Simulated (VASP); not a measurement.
```
CdZnSeTe
1.0
    2.10901     1.21764     7.01869
   -2.10901     1.21764     7.01869
    0.00000    -2.43527     7.01869
Zn Cd Te Se
1 1 1 1
Direct
  0.63040   0.63040   0.63040
  0.11755   0.11755   0.11755
  0.50744   0.50744   0.50744
  0.99459   0.99459   0.99459
```

Computed with LDA (Ceperley-Alder, Perdew-Zunger), VASP's LDA PAW potentials (set 64) (plane waves; VASP 6.6.1). Run with 400 eV cut-off, Gaussian smearing of 0.050 eV, potentials Zn Cd Te Se.

Unless said otherwise, spin-orbit coupling is left out, though it shifts the bands of the heavy elements here.

Question: Predict the band gap (along the path) with the smallest direct gap where there is one.

Answer: 
```json
{
  "band gap (along the path)": "none (metal, semimetal or under 0.01 eV)"
}
```

Total energies compare only between runs with the same potentials, cut-off and functional.

The structure comes from a computed database's ZnCdTeSe entry (R3m); how it stands against other phases isn't given here. It was relaxed first, which changed the volume by -9 %.
